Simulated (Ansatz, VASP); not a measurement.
# Al22Ge19O71 in two plane-wave programs

One calculation is typed for both programs; each brings its own data sets. How far apart do they land? The structure shown is frame 41 of Ansatz's trajectory.

Program: Ansatz 0.2.0. Level of theory: plane waves, with VASP 6.6.1 beside it; single point at PBE. Results are calculated unless marked as measured.

### Step 1. Starting point

The cell holds 112 atoms: 19 Ge, 22 Al and 71 O. Cell: a = 11.360 Å, b = 11.360 Å, c = 11.360 Å, α = 90.0°, β = 90.0°, γ = 90.0°. As first built, before any earlier steps moved the atoms (in the runner's words): 112 atoms (19 Ge, 22 Al, 71 O) placed at random at 3.4 g/cm^3, melted at 4000 K for 10 ps at fixed volume with the Morse and Coulomb pair potential with partial charges (Pedone, Malavasi, Menziani, Cormack and Segre, J. Phys. Chem. B 110, 11780 (2006)). Quenched from 4000 K to 300 K at 20 K/ps and fixed volume, held 10 ps at zero pressure.

### Step 2. Ansatz: dynamics, PBE

Ansatz runs on its default PAW (the set named soft_2) files.

One frame of this run of dynamics is then solved in both programs, so the motion causes no difference.

Contents of input.yaml:

```yaml
crystal:
  lattice:
    - [11.36008, 0.0, 0.0]
    - [0.0, 11.36008, 0.0]
    - [0.0, 0.0, 11.36008]
  atoms:
    - { symbol: Ge, position: [0.0668, 0.18658, 0.19061] }
    - { symbol: Ge, position: [0.09323, 0.7839, 0.04054] }
    - { symbol: Ge, position: [0.64836, 0.14327, 0.68842] }
    - { symbol: Ge, position: [0.50941, 0.54449, 0.09491] }
    - { symbol: Ge, position: [0.22884, 0.52687, 0.01369] }
    - { symbol: Ge, position: [0.12633, 0.46889, 0.3038] }
    - { symbol: Ge, position: [0.50979, 0.64179, 0.4777] }
    - { symbol: Ge, position: [0.65829, 0.70799, 0.23302] }
    - { symbol: Ge, position: [0.3449, 0.18028, 0.84277] }
    - { symbol: Ge, position: [0.69174, 0.92903, 0.48359] }
    - { symbol: Ge, position: [0.45515, 0.73535, 0.7582] }
    - { symbol: Ge, position: [0.94556, 0.9739, 0.37126] }
    - { symbol: Ge, position: [0.61554, 0.24086, 0.23647] }
    - { symbol: Ge, position: [0.16506, 0.80132, 0.69629] }
    - { symbol: Ge, position: [0.43001, 0.41118, 0.35288] }
    - { symbol: Ge, position: [0.61876, 0.93969, 0.89758] }
    - { symbol: Ge, position: [0.86128, 0.12855, 0.98447] }
    - { symbol: Ge, position: [0.2649, 0.98314, 0.18529] }
    - { symbol: Ge, position: [0.93508, 0.48376, 0.5164] }
    - { symbol: Al, position: [0.74006, 0.38925, 0.99513] }
    - { symbol: Al, position: [0.47636, 0.08721, 0.05955] }
    - { symbol: Al, position: [0.08148, 0.29022, 0.76003] }
    - { symbol: Al, position: [0.09265, 0.06414, 0.61752] }
    - { symbol: Al, position: [0.84172, 0.35635, 0.75739] }
    - { symbol: Al, position: [0.36624, 0.14576, 0.56681] }
    - { symbol: Al, position: [0.49694, 0.02132, 0.33542] }
    - { symbol: Al, position: [0.88016, 0.58985, 0.08867] }
    - { symbol: Al, position: [0.81386, 0.74001, 0.85258] }
    - { symbol: Al, position: [0.20204, 0.94102, 0.46498] }
    - { symbol: Al, position: [0.00592, 0.69361, 0.29352] }
[... 76 atom lines left out ...]
    - { symbol: O, position: [0.20316, 0.22229, 0.83057] }
    - { symbol: O, position: [0.61337, 0.66179, 0.37205] }
    - { symbol: O, position: [0.52879, 0.63111, 0.84581] }
    - { symbol: O, position: [0.82701, 0.041, 0.10062] }
    - { symbol: O, position: [0.10214, 0.94738, 0.72173] }
    - { symbol: O, position: [0.97036, 0.83323, 0.32789] }
kpoints:
  mp_grid: { grid: [1, 1, 1] }
hamiltonian:
  xc: pbe
scf:
  occupations: { method: fixed }
output:
  forces: true
md:
  timestep: 1.0
  n_steps: 124
  ensemble: nvt_nose_hoover
  temperature: 300
  initial_velocities: maxwell_boltzmann
  seed: 9639
```

Launch:

```console
$ ansatz run input.yaml --threads 4 --pin off --max-ram 8192MiB --backend cpu --events-out ev --progress --plain --runs-dir out
```

Numbers of over 12 decimals in the logs are rounded to 6 here.

The program printed:

```text
Warning: md: disabling space-group detection — thermal motion breaks the input geometry's symmetry, so no spatial operation reduces the k-mesh or symmetrises the density; time reversal is kept, so that k and −k are solved as one point where they differ and the mesh holds both, and exact exchange and, on two spinor components, a DFT+U term hold to it where the run has them: on two components no moment then forms, and  [...]
Engine: ansatz 0.2.0, aarch64-unknown-linux-gnu
Pseudopotentials: kind: paw
Pseudopotential: Ge, paw, valence charge 14, recommended cutoff 420 eV (normal), Ge.paw.azcp
Pseudopotential: Al, paw, valence charge 3, recommended cutoff 420 eV (normal), Al.paw.azcp
Pseudopotential: O, paw, valence charge 6, recommended cutoff 420 eV (normal), O.paw.azcp
Functional definition: PBE
  parameter kappa = 0.804
  parameter beta = 0.066725
  exchange = pbe_x(kappa = kappa, mu = beta*pi^2/3)
  correlation = pbe_c(beta = beta)
Crystal: 112 atoms, lattice volume = 1466.034 Å³
Basis set: ecut = 420 eV, 28545 PW (Γ), exchange–correlation on 160×160×160 points (8 copies of the dense FFT grid, shifted against one another)
Bands: 491, of which v1, the nominal top of the filled ones, is band 379 counted from 1 (378 counted from 0)
Symmetry: 1 space group operations
k-points: 1
Non-local potential: Ge, projectors of the file, l = 0: 2, l = 1: 2, l = 2: 3, l = 3: 1
Non-local potential: Al, projectors of the file, l = 0: 2, l = 1: 2, l = 2: 1
Non-local potential: O, projectors of the file, l = 0: 2, l = 1: 2, l = 2: 1
PAW form: soft (Blöchl's): semilocal exchange-correlation on the pseudo side does not see the compensation charge
PAW one-centre angular grid: Ge, 590 points (default); XC on 64 Gauss nodes
PAW one-centre angular grid: Al, 110 points (default); XC on 64 Gauss nodes
PAW one-centre angular grid: O, 110 points (default); XC on 64 Gauss nodes
Initial density: superposition of atomic densities (neutral atoms: chi_scale 0, normalization atom), corrected by the library's trained network
Initial wavefunctions: pseudopotential atomic-orbital guess
Functional: x = pbe(κ = 0.804, μ = 0.219515), c = pbe(β = 0.066725)
SCF iter   1: F=—  HF=-133768.796671 eV  |F-HF|=—  |Δ(HF+E_count)|=         —  Δρ=2.67e-3  dr2=1.55e-1  ethr=1.77e-3  ⟨swp⟩=5.0  Hψ=1491  notcnv=0  defer=109
preconditioner: auto → Resta (q_TF=auto, 2.444 Å⁻¹)  ε∞=2.9  [insulator: Δε(μ)=1.894 eV  Ē_g=19.436 eV  n_scr=364 (ndim 8)  ℏωp=26.7 eV  f_vac=0.157  ε∞_Penn≈2.9]
SCF iter   2: F=—  HF=-133768.785066 eV  |F-HF|=—  |Δ(HF+E_count)|=   1.16e-2  Δρ=1.47e-3  dr2=3.65e-2  ethr=2.04e-5  ⟨swp⟩=2.0  Hψ=792  notcnv=0  defer=110
SCF iter   3: F=—  HF=-133768.784181 eV  |F-HF|=—  |Δ(HF+E_count)|=   8.85e-4  Δρ=6.72e-4  dr2=9.54e-3  ethr=4.82e-6  ⟨swp⟩=3.0  Hψ=605  notcnv=0  defer=110
SCF iter   4: F=—  HF=-133768.782949 eV  |F-HF|=—  |Δ(HF+E_count)|=   1.23e-3  Δρ=2.00e-4  dr2=6.71e-4  ethr=1.26e-6  ⟨swp⟩=2.0  Hψ=603  notcnv=0  defer=110
SCF iter   5: F=—  HF=-133768.783040 eV  |F-HF|=—  |Δ(HF+E_count)|=   9.07e-5  Δρ=1.34e-4  dr2=2.12e-4  ethr=8.85e-8  ⟨swp⟩=2.0  Hψ=759  notcnv=0  defer=110
SCF iter   6: F=—  HF=-133768.783029 eV  |F-HF|=—  |Δ(HF+E_count)|=   1.15e-5  Δρ=3.31e-5  dr2=1.54e-5  ethr=2.79e-8  ⟨swp⟩=2.0  Hψ=755  notcnv=0  defer=108
SCF iter   7: F=—  HF=-133768.780627 eV  |F-HF|=—  |Δ(HF+E_count)|=   2.40e-3  Δρ=1.44e-5  dr2=2.67e-6  ethr=2.03e-9  ⟨swp⟩=2.0  Hψ=862  notcnv=0  defer=107
SCF iter   8: F=—  HF=-133768.780629 eV  |F-HF|=—  |Δ(HF+E_count)|=   1.35e-6  Δρ=6.39e-6  dr2=5.26e-7  ethr=3.52e-10  ⟨swp⟩=2.0  Hψ=759  notcnv=0  defer=107
SCF iter   9: F=-133768.780629 eV  HF=-133768.780629 eV  |F-HF|=1.27e-8  |Δ(HF+E_count)|=   2.93e-7  Δρ=2.10e-6  dr2=6.00e-8  ethr=1.32e-11  ⟨swp⟩=2.0  Hψ=1542  notcnv=0
SCF 1 converged in 9 iterations: F = -133768.780629 eV  dr2 = 6.00e-8
  greatest PAW one-centre occupation: 0.999 electrons in one spin orbital (limit 2), on the Ge atom at site 5 (counted from 0), in its partial waves of l = 2
md step     0: t =     0.00 fs  T =   300.0 K  F+E_penalty+E_count = -133768.78062900 eV  E_kin = 4.304358 eV  conserved = -133764.47627104 eV  (9 SCF iters)
[...]
md step   123: t =   123.00 fs  T =   457.0 K  F+E_penalty+E_count = -133773.89074704 eV  E_kin = 6.557352 eV  conserved = -133764.48807234 eV  (4 SCF iters)
[...]
md step   124: t =   124.00 fs  T =   459.3 K  F+E_penalty+E_count = -133773.95031468 eV  E_kin = 6.589621 eV  conserved = -133764.48805366 eV  (9 SCF iters)
SCF converged after 9 iterations
Free energy (F): -133773.950315 eV
Harris-Foulkes:  -133773.950315 eV  (|F-HF|=7.04e-9)
Internal energy: -133773.950315 eV  (E = F + TS)
E sigma→0 (E₀):  -133773.950315 eV
Fermi energy:    4.460043 eV
--- Per-component energies (eV) ---
  E_band       = -5209.039288
  E_kinetic    = 15174.520223
  E_local      = -90907.125169  (includes V_loc(G=0)·N_el)
  E_nonlocal   = 11702.524998
  E_hartree    = 38071.222875
  E_xc         = -7538.908261
  E_vxc        = -8541.106776  (∫ρ·V_xc dr)
  E_paw        = -60025.947094  (= ΣΔE_a)
  E_vpaw       = -8780.477268  (= ΣTr[D̂ρ^β])
  E_aug_tail   = 0.181330  (compensation charges beyond the density's cutoff)
  E_ewald      = -40250.419215
  E_smearing   = -0.000000  (= −TS)
  E_closure    = 0.000000  (closes the sum)
  Σ components = -133773.950315   (vs F -133773.950315, Δ=0.00e0)
--- Forces (eV/Å), atoms counted from 1 ---
  atom   1  Ge    -1.31267226     1.96179267    -0.01007966
  atom   2  Ge    -0.16253327     0.18235047    -1.70538515
  atom   3  Ge     2.24566760    -0.89925716     1.76509443
  atom   4  Ge    -1.36182234    -2.14594458    -0.69717544
  atom   5  Ge     0.84613286    -0.37186183     2.24426327
  atom   6  Ge    -0.21086813    -0.34635357    -3.17812085
  atom   7  Ge     0.14960921     1.06786355    -0.02423542
  atom   8  Ge     1.73104933     1.15966539     1.63599486
  atom   9  Ge    -2.18292841     1.95153153     1.81266330
  atom  10  Ge    -0.91112734     0.24676027    -0.59444672
  atom  11  Ge     0.50706306    -0.40785164    -0.36370510
  atom  12  Ge     1.48223828    -2.53910095    -0.38830926
  atom  13  Ge     0.12647414    -0.51005225    -0.89500319
  atom  14  Ge    -1.40066941    -1.65589589    -0.67234716
  atom  15  Ge    -0.22779871     1.20962794    -0.26085306
  atom  16  Ge    -0.27304956    -0.89743586     0.62993116
  atom  17  Ge    -0.03058080     0.34157768     0.13431773
  atom  18  Ge     0.28200275    -0.22788408     1.47930746
  atom  19  Ge     0.43808760    -0.52242653    -1.30774414
  atom  20  Al    -0.82700708     1.38596610     0.24556721
  atom  21  Al    -0.50267465    -0.81021972     0.42257324
  atom  22  Al    -0.81094748     0.34381910    -0.60387331
  atom  23  Al    -0.57239474     0.17544472    -1.25176234
  atom  24  Al    -0.19506598    -0.22757718     0.10974824
[...]
atom 105  O      1.09991337    -0.08187020     1.21476882
  atom 106  O      0.89374879    -0.73775642    -0.42088507
  atom 107  O      1.70555017    -0.46806310    -0.61064605
  atom 108  O     -0.71067917    -0.49284995     0.02758062
  atom 109  O     -0.61999386     1.31291277    -0.46383798
  atom 110  O     -0.69560119    -0.15198110    -0.01243099
  atom 111  O     -0.27081146     1.11554702    -0.27939234
  atom 112  O     -0.21797122     0.83943245     0.65796379
  max |Σ_I F_I| component: 6.11e-5 eV/Å
--- MD trajectory: 124 steps, t = 0.0 → 124.0 fs ---
  final state: T = 459.3 K   F+E_penalty+E_count = -133773.95031468 eV   E_kin = 6.589621 eV
  conserved energy: peak-to-peak 1.203e-2 eV (1.074e-4 eV/atom) over 124.0 fs
```

In the SCF lines HF is the Harris–Foulkes energy and dr2 the Hartree energy of the density residual, in eV; the loop may stop once dr2 is under the threshold and the program's other checks hold. Hψ counts applications of the Hamiltonian.

### Step 3. VASP: single point, PBE

The same cell, functional and mesh now go to VASP, with its own data sets.

Lines of VASP's logs that name or quote its potential files are left out, and so is its time.

Contents of INCAR:

```
SYSTEM = Al22Ge19O71
PREC = Accurate
ENCUT = 520
EDIFF = 1E-06
NELM = 120
ISMEAR = 0
SIGMA = 0.01
LREAL = Auto
ALGO = Normal
GGA = PE
NBANDS = 464
LORBIT = 11
LWAVE = .FALSE.
LCHARG = .FALSE.
ISIF = 2
LASPH = .TRUE.
GGA_COMPAT = .FALSE.
EFERMI = MIDGAP
NCORE = 4
```

Contents of POSCAR:

```
Al22Ge19O71
1.0
   11.3600800000      0.0000000000      0.0000000000
    0.0000000000     11.3600800000      0.0000000000
    0.0000000000      0.0000000000     11.3600800000
Ge Al O
19 22 71
Direct
    0.0707037274      0.1842240548      0.1927187132
    0.1017510440      0.7734364547      0.0407215442
    0.6438422969      0.1439954648      0.6860339012
    0.5005246442      0.5375050176      0.1005010528
    0.2250160210      0.5308325293      0.0276934669
    0.1289251484      0.4711146400      0.2959486201
    0.5011320343      0.6502418997      0.4658946064
    0.6593175400      0.7078647333      0.2406057000
    0.3446806713      0.1844265181      0.8456718615
    0.6920637883      0.9276519179      0.4814402715
    0.4608594306      0.7373363568      0.7560334082
    0.9427046288      0.9739632115      0.3624094197
    0.6179974085      0.2507112626      0.2296814811
    0.1661431962      0.8032865966      0.6936922979
    0.4268367828      0.4118720995      0.3620044929
    0.6160079859      0.9456007352      0.8872912867
    0.8609974578      0.1233618073      0.9900898585
    0.2580791685      0.9856092563      0.1860110140
    0.9306096436      0.4879102964      0.5218097056
    0.7427236428      0.3893194414      0.0019559721
    0.4681129006      0.1100696474      0.0664431941
    0.0918127337      0.2816177351      0.7615527355
    0.0934500461      0.0792423997      0.6135784255
    0.8346772206      0.3315997775      0.7574506518
    0.3783600115      0.1513457652      0.5752512306
    0.5011056260      0.0195861297      0.3411683721
    0.8922472377      0.6034992711      0.0909764720
    0.8218868177      0.7391761326      0.8517721706
    0.1989598665      0.9492626812      0.4547855297
    0.9974736093      0.6867909381      0.3025594890
[... 76 atom lines left out ...]
    0.1871817804      0.1944176449      0.8516577348
    0.6376539602      0.6287895860      0.3838001141
    0.5205597144      0.6267913606      0.8570978373
    0.8434007507      0.0196653545      0.1005098556
    0.0979922677      0.9509440074      0.7135425103
    0.9478278322      0.8281103654      0.3228410363
```

Contents of KPOINTS:

```
Automatic mesh
0
Gamma
1 1 1
0 0 0
```

The projector-augmented-wave data sets are Ge_d, Al and O (PBE family, release 64).

Launch:

```console
$ mpirun -np 16 vasp_gam
```

The program printed:

```text
[banner, memory and clock lines left out]
running   16 mpi-ranks, on    1 nodes
[...]
LDA part: xc-table for (Slater+PW92), standard interpolation
 POSCAR, INCAR and KPOINTS ok, starting setup
[...]
entering main loop
       N       E                     dE             d eps       ncg     rms          rms(c)
DAV:   1     0.235739371746E+05    0.23574E+05   -0.24737E+05  1200   0.364E+03
DAV:   2     0.467003204264E+04   -0.18904E+05   -0.17919E+05   944   0.101E+03
DAV:   3    -0.194775873223E+03   -0.48648E+04   -0.45161E+04  1024   0.358E+02
DAV:   4    -0.840023733061E+03   -0.64525E+03   -0.63082E+03  1104   0.146E+02
[...]
DAV:  17    -0.751917599019E+03   -0.47071E-05   -0.14099E-04  1256   0.363E-02    0.127E-02
DAV:  18    -0.751917600139E+03   -0.11199E-05   -0.41450E-05  1320   0.203E-02    0.669E-03
DAV:  19    -0.751917600080E+03    0.59285E-07   -0.77681E-06  1096   0.973E-03
   1 F= -.75191760E+03 E0= -.75191760E+03  d E =0.000000E+00
```

Parts of OUTCAR (step 3):

```text
  Total        3.2864687    -20.5004872      5.0945402      1.4386547     -3.4700323      7.6329093
  in kB        3.5916658    -22.4042595      5.5676433      1.5722549     -3.7922759      8.3417374
  external PRESSURE =      -4.4149835 kB  Pullay stress =       0.0000000 kB

 POSITION                                       TOTAL-FORCE (eV/Angst)
 -----------------------------------------------------------------------------------
      0.80320      2.09280      2.18930         0.570008      0.387478     -0.528566
      1.15590      8.78630      0.46260         1.423857      2.015825     -1.597799
      7.31410      1.63580      7.79340         0.313789     -1.502591      1.098096
      5.68600      6.10610      1.14170         0.113505      1.776444      0.552890
      2.55620      6.03030      0.31460         0.858593     -0.582095     -1.598442
      1.46460      5.35190      3.36200         0.202802     -0.869284     -0.250972
[...]
10.92410      3.66350      9.60230         0.483354     -0.109376      0.870857
      1.67230      7.12330      3.99530        -1.600920      1.391981      0.123492
      3.56260      8.70530      8.39760        -1.587125      0.466885     -0.450846
      8.56480      2.65970     11.10080         1.033418      0.233895      0.300886
      4.12410      1.01150     10.98480        -0.062252     -0.231421     -0.102392
      4.44760      1.09830      8.26100        -0.329789      0.860178     -1.175218
      4.27860      7.93680      4.47600        -0.055314     -0.541761      0.930363
[...]
-----------------------------------------------------------------------------------
    total drift:                               -0.004956     -0.018819      0.020817

  FREE ENERGIE OF THE ION-ELECTRON SYSTEM (eV)
  ---------------------------------------------------
  free  energy   TOTEN  =      -751.9176000801 eV

  energy  without entropy=     -751.9176000801  energy(sigma->0) =     -751.91760008

[... 3 further parts left out ...]
[key lines of the parts left out:]
E-fermi :   3.5268
```

The run ends at a pressure of -0.44 GPa, with forces up to 3.1 eV/Å.

### Step 4. Differences

Known differences besides the potentials themselves: fixed occupations in Ansatz, narrow Gaussian smearing in VASP; the cutoff is 420 eV in Ansatz and 520 eV in VASP (PREC = Accurate, projectors in real space). Total energies have different zeros and are not compared.

Forces on 9 of the 112 atoms, those with the largest forces and the largest differences (eV/Å; atoms numbered as in POSCAR):

```tsv
atom	Ansatz x, y, z	VASP x, y, z
Ge2	1.459, 1.990, -1.573	1.424, 2.016, -1.598
Ge7	2.095, 0.159, 1.125	2.088, 0.191, 1.110
Ge10	0.845, 0.378, 0.145	0.840, 0.329, 0.205
Ge11	0.732, 0.882, 0.397	0.650, 0.921, 0.399
Ge15	2.592, -1.508, -0.959	2.549, -1.450, -1.030
Al34	-1.916, -1.409, 1.568	-1.902, -1.415, 1.602
Al38	1.945, -2.273, 0.047	1.943, -2.288, 0.044
O45	-0.799, 1.673, 2.296	-0.806, 1.691, 2.304
O101	0.046, -1.988, 1.403	0.040, -1.971, 1.396
```

The forces differ by 21 meV/Å r.m.s., which is 2.4 % of the r.m.s. force of 0.887 eV/Å (both taken over all components).

### Step 5. Outcome

```json
{
  "r.m.s. force difference (single point, PBE)": "2.4 % of the r.m.s. force"
}
```

In words: The r.m.s. force difference is 2.4 % of the r.m.s. force (single point, PBE), within the 3 % picked in this series as the mark of a large difference. 2 further runs of this series are not shown here. How closely two codes agree says nothing of how well the functional describes the real material.

[Lines on the potential files, build, host, timing and source positions are cut from VASP's logs without a mark.]

[Logs are printed without paths, hosts, clocks, repeated set-up lines and the standing remarks that a program may print on its own settings, such as how far it seeks lower states.]

[Hosts, paths, dates, database ids (printed as entryN), source tags and the programs' standing remarks are cut or masked in the printed files.]
